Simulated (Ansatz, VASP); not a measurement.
# HfO2: VASP beside Ansatz, part 2 of 3

One calculation is typed for both programs; each brings its own data sets. How far apart do they land? The cell is taken from a series of runs on this material, whose earlier steps may have relaxed, scaled, displaced or heated it; both programs get it as it stands.

VASP 6.6.1 and Ansatz 0.2.0.

So far: The starting structure; Ansatz: zone-centre phonons, LDA.

**3. VASP: zone-centre phonons, LDA**

Level of this step: LDA; plane waves and PAW (O, Hf_pv) (VASP).

The same cell, functional (in two slightly different forms) and mesh now go to VASP, with its own data sets.

Lines of VASP's logs that name or quote its potential files are left out, and so is its time.

Contents of INCAR:

```
SYSTEM = HfO2
PREC = Accurate
ENCUT = 600
EDIFF = 1E-08
NELM = 120
ISMEAR = 0
SIGMA = 0.01
LREAL = .FALSE.
ALGO = Normal
GGA = PW92
NBANDS = 56
LASPH = .TRUE.
LORBIT = 11
LWAVE = .FALSE.
LCHARG = .FALSE.
ISIF = 2
IBRION = 8
LEPSILON = .TRUE.
GGA_COMPAT = .FALSE.
EFERMI = MIDGAP
KPAR = 2
```

Contents of POSCAR:

```
HfO2
1.0
    4.9593456515      0.0000000000      0.0372821979
    0.0000000000      5.1392665483      0.0000000000
   -0.7941099865      0.0000000000      5.0212645156
O Hf
8 4
Direct
    0.4429652291      0.7610225478      0.4862349415
    0.5570347709      0.2610225478      0.0137650585
    0.5570347709      0.2389774522      0.5137650585
    0.4429652291      0.7389774522      0.9862349415
    0.0856022251      0.3638098893      0.3177950342
    0.9143977749      0.8638098893      0.1822049658
    0.9143977749      0.6361901107      0.6822049658
    0.0856022251      0.1361901107      0.8177950342
    0.2780042704      0.0409708277      0.2098586297
    0.7219957296      0.5409708277      0.2901413703
    0.7219957296      0.9590291723      0.7901413703
    0.2780042704      0.4590291723      0.7098586297
```

Contents of KPOINTS:

```
Automatic mesh
0
Gamma
4 4 4
0 0 0
```

The projector-augmented-wave data sets are O and Hf_pv (LDA family, release 64).

Run with:

```
> mpirun -np 2 vasp_std
```

The log of the run:

```text
[banner, memory and clock lines left out]
running    2 mpi-ranks, on    1 nodes
 distrk:  each k-point on    1 cores,    2 groups
 distr:  one band on    1 cores,    1 groups

 POSCAR found type information on POSCAR O Hf
 POSCAR found :  2 types and      12 ions
|                                                                             |
|               ----> ADVICE to this user running VASP <----                  |
|                                                                             |
|     You enforced a specific xc type in the INCAR file but a different       |
|     [... a line on the potential file left out ...]
|     I HOPE YOU KNOW WHAT YOU ARE DOING!                                     |
|                                                                             |

 LDA part: xc-table for (Slater(with rela. corr.)+PW92), standard interpolation
 POSCAR, INCAR and KPOINTS ok, starting setup
 FFT: planning ... GRIDC
 FFT: planning ... GRID_SOFT
 FFT: planning ... GRID
 WAVECAR not read
 entering main loop
       N       E                     dE             d eps       ncg     rms          rms(c)
DAV:   1     0.593254250690E+03    0.59325E+03   -0.54845E+04  3360   0.177E+03
DAV:   2    -0.117941814711E+03   -0.71120E+03   -0.68992E+03  4232   0.434E+02
DAV:   3    -0.153256087713E+03   -0.35314E+02   -0.35171E+02  3952   0.867E+01
DAV:   4    -0.153700591060E+03   -0.44450E+00   -0.44382E+00  4192   0.105E+01
DAV:   5    -0.153707001553E+03   -0.64105E-02   -0.64090E-02  4008   0.119E+00    0.125E+02
DAV:   6    -0.133596814653E+03    0.20110E+02   -0.10326E+02  3776   0.415E+01    0.102E+02
DAV:   7    -0.133088915956E+03    0.50790E+00   -0.54874E+00  4064   0.115E+01    0.510E+01
DAV:   8    -0.133004005481E+03    0.84910E-01   -0.30472E-01  3944   0.291E+00    0.809E+00
DAV:   9    -0.132978679104E+03    0.25326E-01   -0.10556E-01  3824   0.169E+00    0.433E+00
DAV:  10    -0.132976567717E+03    0.21114E-02   -0.86913E-03  4176   0.461E-01    0.885E-01
DAV:  11    -0.132976605726E+03   -0.38009E-04   -0.11621E-03  4048   0.180E-01    0.320E-01
DAV:  12    -0.132976602496E+03    0.32303E-05   -0.26586E-04  3912   0.828E-02    0.949E-02
DAV:  13    -0.132976596669E+03    0.58269E-05   -0.60659E-05  3848   0.351E-02    0.237E-02
DAV:  14    -0.132976596307E+03    0.36200E-06   -0.64359E-06  4136   0.125E-02    0.341E-02
DAV:  15    -0.132976596335E+03   -0.27994E-07   -0.97325E-07  3936   0.447E-03    0.798E-03
DAV:  16    -0.132976596327E+03    0.79890E-08   -0.68400E-08  3872   0.123E-03
   1 F= -.13297660E+03 E0= -.13297660E+03  d E =0.000000E+00
 Linear response reoptimize wavefunctions to high precision
DAV:   1    -0.132976596327E+03    0.35652E-09   -0.15452E-08  3096   0.582E-04
DAV:   2    -0.132976596327E+03   -0.29104E-10   -0.13133E-09  2400   0.184E-04
DAV:   3    -0.132976596327E+03   -0.94587E-10   -0.17584E-10  2400   0.608E-05
 Linear response G [H, r] |phi>, progress :
  Direction:   1
       N       E                     dE             d eps       ncg     rms
RMM:   1    -0.369560803579E+03   -0.36956E+03    0.30534E+03  4821   0.236E+02
RMM:   2    -0.354282910639E+03    0.15278E+02   -0.14598E+02  5411   0.419E+01
RMM:   3    -0.355736305422E+03   -0.14534E+01   -0.98509E+00  6572   0.741E+00
RMM:   4    -0.355777376466E+03   -0.41071E-01   -0.69431E-01  7101   0.163E+00
RMM:   5    -0.355775998938E+03    0.13775E-02   -0.41500E-02  6667   0.384E-01
RMM:   6    -0.355776328602E+03   -0.32966E-03   -0.43243E-03  7027   0.103E-01
RMM:   7    -0.355776362819E+03   -0.34217E-04   -0.24267E-04  6973   0.328E-02
RMM:   8    -0.355776361913E+03    0.90623E-06   -0.42273E-04  6876   0.159E-02
RMM:   9    -0.355776364355E+03   -0.24420E-05   -0.21356E-04  6758   0.130E-02
RMM:  10    -0.355776374942E+03   -0.10587E-04   -0.21544E-04  6709   0.125E-02
RMM:  11    -0.355776370068E+03    0.48738E-05   -0.14081E-04  6647   0.124E-02
RMM:  12    -0.355776371336E+03   -0.12682E-05   -0.38357E-04  6604   0.124E-02
 Linear response G [H, r] |phi>, progress :
  Direction:   2
       N       E                     dE             d eps       ncg     rms
RMM:   1    -0.370964834210E+03   -0.37096E+03    0.31255E+03  4795   0.236E+02
RMM:   2    -0.354042574251E+03    0.16922E+02   -0.15705E+02  5406   0.426E+01
RMM:   3    -0.355684136415E+03   -0.16416E+01   -0.10675E+01  6533   0.764E+00
RMM:   4    -0.355732866205E+03   -0.48730E-01   -0.77860E-01  7111   0.169E+00
RMM:   5    -0.355731150449E+03    0.17158E-02   -0.46207E-02  6683   0.404E-01
RMM:   6    -0.355731573048E+03   -0.42260E-03   -0.54962E-03  7109   0.109E-01
RMM:   7    -0.355731564697E+03    0.83505E-05   -0.56026E-04  6978   0.353E-02
RMM:   8    -0.355731607657E+03   -0.42959E-04    0.17174E-03  6969   0.177E-02
RMM:   9    -0.355731596255E+03    0.11401E-04   -0.12599E-03  6858   0.146E-02
[...]
RMM:   2    -0.365843131305E+00    0.75490E-02   -0.12084E-02  6457   0.378E-01    0.122E+00
RMM:   3    -0.366800850227E+00   -0.95772E-03   -0.18302E-03  6800   0.139E-01    0.637E-01
RMM:   4    -0.368500183056E+00   -0.16993E-02   -0.10555E-03  6652   0.108E-01    0.951E-02
RMM:   5    -0.368521623585E+00   -0.21441E-04   -0.64020E-05  6989   0.261E-02    0.201E-02
RMM:   6    -0.368462609182E+00    0.59014E-04   -0.44308E-06  7251   0.609E-03    0.116E-02
[...]
RMM:   1    -0.247718637224E+00   -0.24772E+00    0.25432E+00  4844   0.616E+00
RMM:   2    -0.237348659921E+00    0.10370E-01   -0.41220E-02  6091   0.801E-01    0.112E+00
RMM:   3    -0.236566228964E+00    0.78243E-03   -0.17276E-03  7168   0.135E-01    0.665E-01
RMM:   4    -0.235746414834E+00    0.81981E-03   -0.60623E-04  7804   0.833E-02    0.193E-01
RMM:   5    -0.235570765989E+00    0.17565E-03   -0.10477E-04  8986   0.257E-02    0.529E-02
RMM:   6    -0.235599754306E+00   -0.28988E-04   -0.90814E-06  7648   0.989E-03    0.387E-02
RMM:   7    -0.235607698813E+00   -0.79445E-05   -0.10726E-05  8854   0.299E-03    0.334E-02
RMM:   8    -0.235609318847E+00   -0.16200E-05   -0.34506E-06  7990   0.213E-03    0.457E-03
RMM:   9    -0.235610428064E+00   -0.11092E-05   -0.43570E-06  7383   0.130E-03    0.180E-03
RMM:  10    -0.235610485384E+00   -0.57320E-07   -0.31006E-06  8941   0.429E-04    0.202E-04
RMM:  11    -0.235610446925E+00    0.38459E-07   -0.11770E-06  8969   0.250E-04    0.736E-05
RMM:  12    -0.235610425240E+00    0.21685E-07   -0.10459E-06  8760   0.217E-04    0.364E-05
RMM:  13    -0.235610397400E+00    0.27840E-07   -0.37497E-07  8868   0.206E-04    0.311E-05
RMM:  14    -0.235610382527E+00    0.14873E-07   -0.31623E-07  8619   0.202E-04    0.958E-06
RMM:  15    -0.235610384140E+00   -0.16126E-08   -0.15505E-07  8882   0.199E-04    0.467E-06
RMM:  16    -0.235610390775E+00   -0.66358E-08   -0.25948E-07  9109   0.198E-04    0.285E-06
RMM:  17    -0.235610397142E+00   -0.63665E-08   -0.20351E-07  9079   0.197E-04    0.165E-06
RMM:  18    -0.235610391953E+00    0.51889E-08   -0.17321E-07  9062   0.197E-04    0.961E-07
RMM:  19    -0.235610392980E+00   -0.10266E-08   -0.41203E-08  9174   0.197E-04    0.556E-07
 first order change of Fermi-energy  -0.53048E+00
 force on displaced ion       9 direction 1 : -23.651  -0.329  -0.533
 Born effective charge ion    9 direction 1 :   5.345  -0.035   0.263
 Linear response progress:
  Degree of freedom:   8/  9
       N       E                     dE             d eps       ncg     rms          rms(c)
RMM:   1    -0.248094513591E+00   -0.24809E+00    0.26061E+00  4840   0.621E+00
RMM:   2    -0.237466896668E+00    0.10628E-01   -0.41988E-02  6062   0.810E-01    0.108E+00
RMM:   3    -0.236620059431E+00    0.84684E-03   -0.19829E-03  7416   0.138E-01    0.646E-01
RMM:   4    -0.235754771272E+00    0.86529E-03   -0.59361E-04  7699   0.889E-02    0.207E-01
RMM:   5    -0.235561375937E+00    0.19340E-03   -0.13811E-04  9008   0.285E-02    0.473E-02
RMM:   6    -0.235597815864E+00   -0.36440E-04   -0.34697E-06  7453   0.115E-02    0.349E-02
RMM:   7    -0.235608844600E+00   -0.11029E-04   -0.25258E-06  8659   0.346E-03    0.302E-02
RMM:   8    -0.235610642633E+00   -0.17980E-05   -0.69143E-06  8302   0.217E-03    0.384E-03
RMM:   9    -0.235612770612E+00   -0.21280E-05   -0.19415E-06  7396   0.118E-03    0.892E-04
RMM:  10    -0.235612869802E+00   -0.99190E-07   -0.34716E-07  8915   0.440E-04    0.263E-04
RMM:  11    -0.235612850536E+00    0.19265E-07    0.10640E-06  8746   0.274E-04    0.127E-04
RMM:  12    -0.235612894105E+00   -0.43569E-07   -0.64806E-07  8498   0.243E-04    0.116E-04
RMM:  13    -0.235612875626E+00    0.18479E-07    0.31830E-07  8823   0.228E-04    0.424E-05
RMM:  14    -0.235612872972E+00    0.26538E-08   -0.40776E-07  8845   0.223E-04    0.116E-05
RMM:  15    -0.235612902265E+00   -0.29293E-07   -0.39236E-07  8936   0.221E-04    0.336E-06
RMM:  16    -0.235612897396E+00    0.48699E-08   -0.72402E-07  9234   0.220E-04    0.466E-06
RMM:  17    -0.235612878444E+00    0.18951E-07   -0.19246E-07  9087   0.219E-04    0.261E-06
RMM:  18    -0.235612879613E+00   -0.11683E-08   -0.43120E-07  9220   0.219E-04    0.118E-06
RMM:  19    -0.235612875485E+00    0.41275E-08   -0.35499E-07  9286   0.219E-04    0.521E-07
RMM:  20    -0.235612879047E+00   -0.35618E-08   -0.39576E-07  9325   0.219E-04    0.584E-07
RMM:  21    -0.235612865452E+00    0.13595E-07   -0.29714E-07  9443   0.219E-04    0.568E-07
RMM:  22    -0.235612886148E+00   -0.20696E-07   -0.46847E-07  9530   0.219E-04    0.520E-07
 first order change of Fermi-energy  -0.77136E-01
 force on displaced ion       9 direction 2 :  -0.330 -25.377   0.203
 Born effective charge ion    9 direction 2 :  -0.476   5.426   0.362
 Linear response progress:
  Degree of freedom:   9/  9
       N       E                     dE             d eps       ncg     rms          rms(c)
RMM:   1    -0.248931418956E+00   -0.24893E+00    0.24626E+00  4881   0.610E+00
RMM:   2    -0.238084069549E+00    0.10847E-01   -0.41122E-02  6052   0.796E-01    0.104E+00
RMM:   3    -0.237523190615E+00    0.56088E-03   -0.17245E-03  7261   0.127E-01    0.614E-01
RMM:   4    -0.236806326607E+00    0.71686E-03   -0.60256E-04  8193   0.694E-02    0.180E-01
RMM:   5    -0.236653941430E+00    0.15239E-03   -0.28248E-04  8964   0.204E-02    0.388E-02
RMM:   6    -0.236665992027E+00   -0.12051E-04   -0.56925E-05  7695   0.841E-03    0.283E-02
RMM:   7    -0.236667069906E+00   -0.10779E-05   -0.17315E-05  8773   0.257E-03    0.219E-02
RMM:   8    -0.236666074636E+00    0.99527E-06   -0.64719E-06  8412   0.148E-03    0.160E-03
RMM:   9    -0.236666988035E+00   -0.91340E-06   -0.10142E-05  7940   0.699E-04    0.395E-04
RMM:  10    -0.236666303271E+00    0.68476E-06   -0.79663E-07  9002   0.359E-04    0.534E-04
[... 100 further cycles ...]
RMM: 111    -0.236666298926E+00    0.11066E-07    0.79976E-07 10892   0.247E-04    0.636E-07
RMM: 112    -0.236666309654E+00   -0.10729E-07    0.58779E-07 10890   0.247E-04    0.497E-07
RMM: 113    -0.236666299158E+00    0.10496E-07    0.79364E-07 10892   0.247E-04    0.626E-07
RMM: 114    -0.236666309680E+00   -0.10521E-07    0.58534E-07 10892   0.247E-04    0.496E-07
RMM: 115    -0.236666299273E+00    0.10407E-07    0.79919E-07 10895   0.247E-04    0.620E-07
RMM: 116    -0.236666309240E+00   -0.99671E-08    0.58755E-07 10892   0.247E-04    0.476E-07
RMM: 117    -0.236666299883E+00    0.93569E-08    0.79478E-07 10897   0.247E-04    0.613E-07
RMM: 118    -0.236666309043E+00   -0.91603E-08    0.58615E-07 10896   0.247E-04    0.477E-07
RMM: 119    -0.236666299918E+00    0.91254E-08    0.79801E-07 10897   0.247E-04    0.602E-07
RMM: 120    -0.236666308526E+00   -0.86079E-08    0.59084E-07 10899   0.247E-04    0.483E-07
 first order change of Fermi-energy   0.11051E+00
 force on displaced ion       9 direction 3 :  -0.526   0.200 -23.732
 Born effective charge ion    9 direction 3 :   0.266   0.104   4.672
 Born effective charges drift removed
 Linear response finished
```

(Part 2 of 3 ends here.)

[Lines on the potential files, build, host, timing and source positions are cut from VASP's logs without a mark.]

[Logs are printed without paths, hosts, clocks, repeated set-up lines and the standing remarks that a program may print on its own settings, such as how far it seeks lower states.]

[Hosts, paths, dates, database ids (printed as entryN), source tags and the programs' standing remarks are cut or masked in the printed files.]
